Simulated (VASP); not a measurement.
# Lu3Si (P1) in VASP: convergence with ENCUT

Aim: find how far ENCUT must go before the results for Lu3Si settle, at PBE. This setting moves, with any that are tied to it; all else stays.

Program: VASP 6.6.1. These are calculated values, not measurements. Logs are shortened: lines on timing, memory, paths and dates and some standing lists are left out, and cuts for length are marked.

## 1. The cell of the first run

The typed cell holds 4 atoms: a = 4.541 Å, b = 4.541 Å, c = 4.541 Å, α = 90.00°, β = 90.00°, γ = 90.00°.

The cell comes from a database or a generator and needn't be the stable form of this composition.

The cell isn't the ideal one: atoms moved at random, drawn with an rms of 0.02 Å.

## 2. With ENCUT 200 eV

INCAR

```
SYSTEM = Lu3Si
PREC = Accurate
ENCUT = 200
EDIFF = 1E-7
ISMEAR = 1
SIGMA = 0.1
LREAL = .False.
LASPH = .True.
NELM = 100
ALGO = Normal
ISIF = 2
LWAVE = .False.
LCHARG = .False.
GGA = PE
NBANDS = 48
```

KPOINTS

```
Automatic mesh
0
Gamma
  5 5 5
  0 0 0
```

POSCAR

```
Lu3Si
1.0
    4.5414190000      0.0000000000      0.0000000000
    0.0000000000      4.5414190000      0.0000000000
    0.0000000000      0.0000000000      4.5414190000
Lu Si
3 1
Direct
    0.4972370000      0.5007670000     -0.0009380000
    0.5004330000     -0.0025810000      0.5011340000
   -0.0007850000      0.4992060000      0.4990850000
   -0.0038230000      0.0018010000      0.0003720000
```

Potentials or basis: VASP PAW PBE potentials, release 64 (Lu, Si).

Command:

```sh
cat potpaw_PBE.64/Lu/POTCAR potpaw_PBE.64/Si/POTCAR > POTCAR
mpirun -np 1 vasp_std > vasp.out
```

OUTCAR:

```text
SYSTEM = Lu3Si
   PREC = Accurate
   ENCUT = 200
   EDIFF = 1E-7
   ISMEAR = 1
   LREAL = .False.
   LASPH = .True.
   NELM = 100
   ISIF = 2
   GGA = PE

 Found     63 irreducible k-points:

 Following reciprocal coordinates:
            Coordinates               Weight
  0.000000  0.000000  0.000000      1.000000
  0.200000  0.000000  0.000000      2.000000
  0.000000  0.200000  0.000000      2.000000
  0.000000  0.000000  0.200000      2.000000
  0.400000  0.000000  0.000000      2.000000
  0.000000  0.400000  0.000000      2.000000
   k-points           NKPTS =     63   k-points in BZ     NKDIM =     63   number of bands    NBANDS=     48
   number of dos      NEDOS =    301   number of ions     NIONS =      4
   total plane-waves  NPLWV =  13824
   dimension x,y,z NGX =    24 NGY =   24 NGZ =   24
   dimension x,y,z NGXF=    48 NGYF=   48 NGZF=   48
   ions per type =               3   1
   NGX,Y,Z   is equivalent  to a cutoff of   8.79,  8.79,  8.79 a.u.
   NGXF,Y,Z  is equivalent  to a cutoff of  17.57, 17.57, 17.57 a.u.
 SYSTEM =  Lu3Si
   PREC   = accura    normal or accurate (medium, high low for compatibility)
   ISTART =      0    job   : 0-new  1-cont  2-samecut
   ICHARG =      2    charge: 1-file 2-atom 10-const
   ISPIN  =      1    spin polarized calculation?
   LNONCOLLINEAR =      F non collinear calculations
   LSORBIT =      F    spin-orbit coupling
   LASPH  =      T    aspherical Exc in radial PAW
   ENCUT  =  200.0 eV  14.70 Ry    3.83 a.u.   5.24  5.24  5.24*2*pi/ulx,y,z
   NELM   =    100;   NELMIN=  2; NELMDL= -5     # of ELM steps
   EDIFF  = 0.1E-06   stopping-criterion for ELM
   LREAL  =      F    real-space projection
   EDIFFG = 0.1E-05   stopping-criterion for IOM
   NSW    =      0    number of steps for IOM
   IBRION =     -1    ionic relax: 0-MD 1-quasi-New 2-CG
   NFREE  =      0    steps in history (QN), initial steepest desc. (CG)
   ISIF   =      2    stress and relaxation
   ISYM   =      2    0-nonsym 1-usesym 2-fastsym
   POTIM  = 0.5000    time-step for ionic-motion
   TEBEG  =    0.0;   TEEND  =   0.0 temperature during run
   PSTRESS=    0.0 pullay stress
   NELECT =      79.0000    total number of electrons
   NUPDOWN=      -1.0000    fix difference up-down
   EMIN   =  10.00;   EMAX   =-10.00  energy-range for DOS
   EFERMI =   0.00;   METHOD = LEGACY
   ISMEAR =     1;   SIGMA  =   0.10  broadening in eV -4-tet -1-fermi 0-gaus
   EFERMI_NEDOS =   21; number of points for ismear=-14 and -15
   IALGO  =     38    algorithm
   IMIX   =      4    mixing-type and parameters
     AMIX     =   0.40;   BMIX     =  1.00
     AMIX_MAG =   1.60;   BMIX_MAG =  1.00
  volume/ion in A,a.u.               =      23.42       158.02
  Fermi-wavevector in a.u.,A,eV,Ry     =   1.546770  2.922971 32.551886  2.392496
  Thomas-Fermi vector in A             =   2.651958
   LORBIT       =      0    0 simple, 1 ext, 2 COOP (PROOUT), +10 PAW based schemes
   GGA     = PE    functional components
   LHFCALC =     F    Hartree Fock is set to
   AEXX    =    0.0000 exact exchange contribution
   IVDW    =     0    specifies the selected vdW correction
   LEPSILON=     F    determine dielectric tensor
   LRPA    =     F    only Hartree local field effects (RPA)
 non-spin polarized calculation
 Methfessel and Paxton  Order N= 1 SIGMA  =   0.10
  energy-cutoff  :      200.00
  volume of cell :       93.66
 maximum number of plane-waves:       619
 NGX is ok and might be reduce to    24
   NGX = 11   NGY = 11   NGZ = 11

 number of electron      79.0000444 magnetization

 Free energy of the ion-electron system (eV)
  ---------------------------------------------------
  ext. energy  EPLUGINS =         0.00000000
  ---------------------------------------------------
  free energy    TOTEN  =       -19.64400185 eV

  energy without entropy =      -19.64704107  energy(sigma->0) =      -19.64501492

 E-fermi :   3.7963     XC(G=0): -11.1568

 val. band max:        3.7687615527   @ k =   0.0000  -0.4000   0.4000
 cond. band min:       3.8833332581   @ k =   0.2000  -0.4000   0.2000
 fundamental gap:      0.1145717054
 Fermi energy:         3.7962623572

 k-point     1 :       0.0000    0.0000    0.0000
  band No.  band energies     occupation
      1     -52.4721      2.00000
      2     -52.3937      2.00000
      3     -52.3936      2.00000
      4     -23.4403      2.00000
      5     -23.4400      2.00000
      6     -23.4398      2.00000
[... 40 lines left out ...]
     47       7.3419      0.00000
     48       9.7699      0.00000

 k-point     2 :       0.2000    0.0000    0.0000
  band No.  band energies     occupation
      1     -52.4650      2.00000
      2     -52.4000      2.00000
      3     -52.3936      2.00000
      4     -23.4051      2.00000
      5     -23.4047      2.00000
      6     -23.3848      2.00000
[... 40 lines left out ...]
     47       7.7275      0.00000
     48       8.5964      0.00000

 k-point     3 :       0.0000    0.2000    0.0000
  band No.  band energies     occupation
      1     -52.4650      2.00000
      2     -52.4000      2.00000
      3     -52.3935      2.00000
      4     -23.4050      2.00000
      5     -23.4047      2.00000
      6     -23.3848      2.00000
[... 40 lines left out ...]
     47       7.7280      0.00000
     48       8.5944      0.00000

 k-point     4 :       0.0000    0.0000    0.2000
  band No.  band energies     occupation
      1     -52.4650      2.00000
      2     -52.4001      2.00000
      3     -52.3935      2.00000
      4     -23.4050      2.00000
      5     -23.4048      2.00000
      6     -23.3848      2.00000
[... 40 lines left out ...]
     47       7.7288      0.00000
     48       8.5936      0.00000

 k-point     5 :       0.4000    0.0000    0.0000
  band No.  band energies     occupation
      1     -52.4498      2.00000
      2     -52.4151      2.00000
      3     -52.3935      2.00000
      4     -23.3335      2.00000
      5     -23.3331      2.00000
      6     -23.2398      2.00000
[... 40 lines left out ...]
     47       7.2875      0.00000
     48       7.2897      0.00000

 k-point     6 :       0.0000    0.4000    0.0000
  band No.  band energies     occupation
      1     -52.4498      2.00000
      2     -52.4152      2.00000
      3     -52.3935      2.00000
      4     -23.3334      2.00000
      5     -23.3331      2.00000
      6     -23.2399      2.00000
[... 40 lines left out ...]
     47       7.2877      0.00000
     48       7.3061      0.00000

 [... further k-points ...]

------------------------ aborting loop because EDIFF is reached ----------------------------------------

  FORCE on cell =-STRESS in cart. coord.  units (eV):
  Direction    XX          YY          ZZ          XY          YZ          ZX
  --------------------------------------------------------------------------------------
  -------------------------------------------------------------------------------------
  Total       -5.7466670     -5.7483456     -5.7429903      0.0004598     -0.0007361      0.0003673
  in kB      -98.2996332    -98.3283461    -98.2367416      0.0078643     -0.0125912      0.0062826
  external PRESSURE =     -98.2882403 kB  Pullay stress =       0.0000000 kB

 VOLUME and BASIS-vectors are now :
 -----------------------------------------------------------------------------
  energy-cutoff  :      200.00
  volume of cell :       93.66
      direct lattice vectors                 reciprocal lattice vectors
     4.541419000  0.000000000  0.000000000     0.220195494  0.000000000  0.000000000
     0.000000000  4.541419000  0.000000000     0.000000000  0.220195494  0.000000000
     0.000000000  0.000000000  4.541419000     0.000000000  0.000000000  0.220195494

 POSITION                                       TOTAL-FORCE (eV/Angst)
 -----------------------------------------------------------------------------------
      2.25816      2.27419      4.53716         0.042050     -0.061527      0.046620
      2.27268      4.52970      2.27586        -0.042390      0.121937     -0.045214
      4.53785      2.26710      2.26655        -0.033107     -0.020320      0.008925
      4.52406      0.00818      0.00169         0.033447     -0.040090     -0.010332
 -----------------------------------------------------------------------------------
    total drift:                                0.005913      0.004929      0.001250

  FREE ENERGIE OF THE ION-ELECTRON SYSTEM (eV)
  ---------------------------------------------------
  free  energy   TOTEN  =       -19.6440018467 eV

  energy  without entropy=      -19.6470410701  energy(sigma->0) =      -19.64501492
```

OSZICAR:

```text
N       E                     dE             d eps       ncg     rms          rms(c)
DAV:   1     0.365884742916E+03    0.36588E+03   -0.16309E+04  8592   0.222E+03
DAV:   2     0.242028202718E+02   -0.34168E+03   -0.32621E+03  7016   0.486E+02
DAV:   3    -0.161376661777E+02   -0.40340E+02   -0.39263E+02  7800   0.960E+01
DAV:   4    -0.200819122318E+02   -0.39442E+01   -0.38889E+01  9208   0.239E+01
DAV:   5    -0.201923110824E+02   -0.11040E+00   -0.11036E+00  8392   0.421E+00    0.792E+00
DAV:   6    -0.196885631014E+02    0.50375E+00   -0.13640E+00  9504   0.149E+01    0.385E+00
DAV:   7    -0.196469767435E+02    0.41586E-01   -0.32454E-01  8384   0.263E+00    0.965E-01
DAV:   8    -0.196429235322E+02    0.40532E-02   -0.49392E-02  8152   0.148E+00    0.191E-01
DAV:   9    -0.196436255899E+02   -0.70206E-03   -0.44410E-03  9928   0.136E+00    0.129E-01
DAV:  10    -0.196439569174E+02   -0.33133E-03   -0.13738E-03 10752   0.127E+00    0.603E-02
DAV:  11    -0.196440026387E+02   -0.45721E-04   -0.21918E-04  9424   0.304E-01    0.157E-02
DAV:  12    -0.196440029003E+02   -0.26162E-06   -0.56348E-05  7696   0.603E-02    0.672E-03
DAV:  13    -0.196440017004E+02    0.11999E-05   -0.79108E-06  9528   0.111E-01    0.191E-03
DAV:  14    -0.196440018129E+02   -0.11248E-06   -0.28102E-06 10224   0.335E-02    0.848E-04
DAV:  15    -0.196440018467E+02   -0.33870E-07   -0.75442E-07  6880   0.898E-03
   1 F= -.19644002E+02 E0= -.19645015E+02  d E =0.303922E-02
```

stdout:

```text
POSCAR found type information on POSCAR LuSi
 POSCAR found :  2 types and       4 ions
 scaLAPACK will be used
 LDA part: xc-table for (Slater+PW92), standard interpolation
 POSCAR, INCAR and KPOINTS ok, starting setup
 FFT: planning ... GRIDC
 FFT: planning ... GRID_SOFT
 FFT: planning ... GRID
 WAVECAR not read
 entering main loop
```

It took 50 s on 1 thread of Intel Xeon Platinum 8559C (Emerald Rapids), shared host; peak memory 0.17 GiB.

What came out:

```yaml
Free_energy: -19.6440 eV
Largest_force: 0.137 eV/Å
Band_gap_on_the_k_mesh: none (metal or under the smearing width)
```

## 3. With ENCUT 250 eV

INCAR: that of step 2 with these lines changed.

```diff
@@ -2,3 +2,3 @@
 PREC = Accurate
-ENCUT = 200
+ENCUT = 250
 EDIFF = 1E-7
```

KPOINTS is that of step 2.

POSCAR is that of step 2.

Potentials or basis: VASP PAW PBE potentials, release 64 (Lu, Si).

Command:

```sh
cat potpaw_PBE.64/Lu/POTCAR potpaw_PBE.64/Si/POTCAR > POTCAR
mpirun -np 1 vasp_std > vasp.out
```

Run time: 60 s. Hardware: 1 thread of Intel Xeon Platinum 8559C (Emerald Rapids), shared host; peak memory 0.19 GiB.

What came out:

```yaml
Free_energy: -19.8517 eV
Largest_force: 0.135 eV/Å
Band_gap_on_the_k_mesh: none (metal or under the smearing width)
```

## 4. With ENCUT 300 eV

INCAR: that of step 3 with these lines changed.

```diff
@@ -2,3 +2,3 @@
 PREC = Accurate
-ENCUT = 250
+ENCUT = 300
 EDIFF = 1E-7
```

KPOINTS is that of step 3.

POSCAR is that of step 3.

Command:

```sh
cat potpaw_PBE.64/Lu/POTCAR potpaw_PBE.64/Si/POTCAR > POTCAR
mpirun -np 1 vasp_std > vasp.out
```

It took 73 s on 1 thread of Intel Xeon Platinum 8559C (Emerald Rapids), shared host; peak memory 0.23 GiB.

Results:

| Item | Value |
| --- | --- |
| Free energy | -19.8637 eV |
| Pressure | -0.9 GPa |
| Largest force | 0.132 eV/Å |
| Band gap on the k mesh | none (metal or under the smearing width) |

## 5. With ENCUT 350 eV

INCAR: that of step 4 with these lines changed.

```diff
@@ -2,3 +2,3 @@
 PREC = Accurate
-ENCUT = 300
+ENCUT = 350
 EDIFF = 1E-7
```

KPOINTS is that of step 4.

POSCAR is that of step 4.

Command:

```sh
cat potpaw_PBE.64/Lu/POTCAR potpaw_PBE.64/Si/POTCAR > POTCAR
mpirun -np 1 vasp_std > vasp.out
```

It took 97 s on 1 thread of Intel Xeon Platinum 8559C (Emerald Rapids), shared host; peak memory 0.24 GiB.

What came out:

- Free energy: -19.8664 eV
- Pressure: -0.6 GPa
- Largest force: 0.132 eV/Å
- Band gap on the k mesh: none (metal or under the smearing width)

## 6. With ENCUT 400 eV

INCAR: that of step 5 with these lines changed.

```diff
@@ -2,3 +2,3 @@
 PREC = Accurate
-ENCUT = 350
+ENCUT = 400
 EDIFF = 1E-7
```

KPOINTS is that of step 5.

POSCAR is that of step 5.

Potentials or basis: VASP PAW PBE potentials, release 64 (Lu, Si).

Command:

```sh
cat potpaw_PBE.64/Lu/POTCAR potpaw_PBE.64/Si/POTCAR > POTCAR
mpirun -np 1 vasp_std > vasp.out
```

Wall time 1.8 min (1 thread of Intel Xeon Platinum 8559C (Emerald Rapids), shared host); peak memory 0.27 GiB.

What came out:

- Free energy: -19.8650 eV
- Pressure: -0.5 GPa
- Largest force: 0.129 eV/Å
- Band gap on the k mesh: none (metal or under the smearing width)

## 7. With ENCUT 450 eV

INCAR: that of step 6 with these lines changed.

```diff
@@ -2,3 +2,3 @@
 PREC = Accurate
-ENCUT = 400
+ENCUT = 450
 EDIFF = 1E-7
```

KPOINTS is that of step 6.

POSCAR is that of step 6.

Command:

```sh
cat potpaw_PBE.64/Lu/POTCAR potpaw_PBE.64/Si/POTCAR > POTCAR
mpirun -np 1 vasp_std > vasp.out
```

Run time: 1.9 min. Hardware: 1 thread of Intel Xeon Platinum 8559C (Emerald Rapids), shared host; peak memory 0.31 GiB.

What came out:

| Quantity | Value |
| --- | --- |
| Free energy | -19.8669 eV |
| Pressure | -0.5 GPa |
| Largest force | 0.131 eV/Å |
| Band gap on the k mesh | none (metal or under the smearing width) |

## 8. With ENCUT 500 eV

INCAR: that of step 7 with these lines changed.

```diff
@@ -2,3 +2,3 @@
 PREC = Accurate
-ENCUT = 450
+ENCUT = 500
 EDIFF = 1E-7
```

KPOINTS is that of step 7.

POSCAR is that of step 7.

Command:

```sh
cat potpaw_PBE.64/Lu/POTCAR potpaw_PBE.64/Si/POTCAR > POTCAR
mpirun -np 1 vasp_std > vasp.out
```

Run time: 2.2 min. Hardware: 1 thread of Intel Xeon Platinum 8559C (Emerald Rapids), shared host; peak memory 0.34 GiB.

What came out:

| Property | Result |
| --- | --- |
| Free energy | -19.8708 eV |
| Pressure | -0.5 GPa |
| Largest force | 0.130 eV/Å |
| Band gap on the k mesh | none (metal or under the smearing width) |

## 9. With ENCUT 600 eV

INCAR: that of step 8 with these lines changed.

```diff
@@ -2,3 +2,3 @@
 PREC = Accurate
-ENCUT = 500
+ENCUT = 600
 EDIFF = 1E-7
```

KPOINTS is that of step 8.

POSCAR is that of step 8.

Potentials or basis: VASP PAW PBE potentials, release 64 (Lu, Si).

Command:

```sh
cat potpaw_PBE.64/Lu/POTCAR potpaw_PBE.64/Si/POTCAR > POTCAR
mpirun -np 1 vasp_std > vasp.out
```

It took 3.6 min on 1 thread of Intel Xeon Platinum 8559C (Emerald Rapids), shared host; peak memory 0.39 GiB.

What came out:

```
Free energy            : -19.8731 eV
Pressure               : -0.4 GPa
Largest force          : 0.130 eV/Å
Band gap on the k mesh : none (metal or under the smearing width)
```

## 10. With ENCUT 800 eV

INCAR: that of step 9 with these lines changed.

```diff
@@ -2,3 +2,3 @@
 PREC = Accurate
-ENCUT = 600
+ENCUT = 800
 EDIFF = 1E-7
```

KPOINTS is that of step 9.

POSCAR is that of step 9.

Command:

```sh
cat potpaw_PBE.64/Lu/POTCAR potpaw_PBE.64/Si/POTCAR > POTCAR
mpirun -np 1 vasp_std > vasp.out
```

Run time: 6.8 min. Hardware: 1 thread of Intel Xeon Platinum 8559C (Emerald Rapids), shared host; peak memory 0.55 GiB.

Results (log left out):

```
Free energy            : -19.8715 eV
Pressure               : -0.4 GPa
Largest force          : 0.129 eV/Å
Band gap on the k mesh : none (metal or under the smearing width)
```

## 11. The series at a glance

```
 ENCUT  energy less the tightest run, at zero smearing (meV/atom)  largest force (eV/Å)  SCF cycles  CPU time (s)  peak memory (GiB)
200 eV                                                      56.80                 0.137          15            46               0.17
250 eV                                                       4.92                 0.135          17            56               0.19
300 eV                                                       1.93                 0.132          15            70               0.23
350 eV                                                       1.25                 0.132          16            94               0.24
400 eV                                                       1.62                 0.129          16           100               0.27
450 eV                                                       1.15                 0.131          16           110               0.31
500 eV                                                       0.17                 0.130          15           130               0.34
600 eV                                                      -0.42                 0.130          16           210               0.39
800 eV                                                       0.00                 0.129          16           400               0.55
```

Against the tightest run, the energy stays within 1 meV/atom from 500 eV on; the largest force stays within 0.005 eV/Å from 300 eV on. The tightest run that finished is the yardstick and may itself not be fully converged.
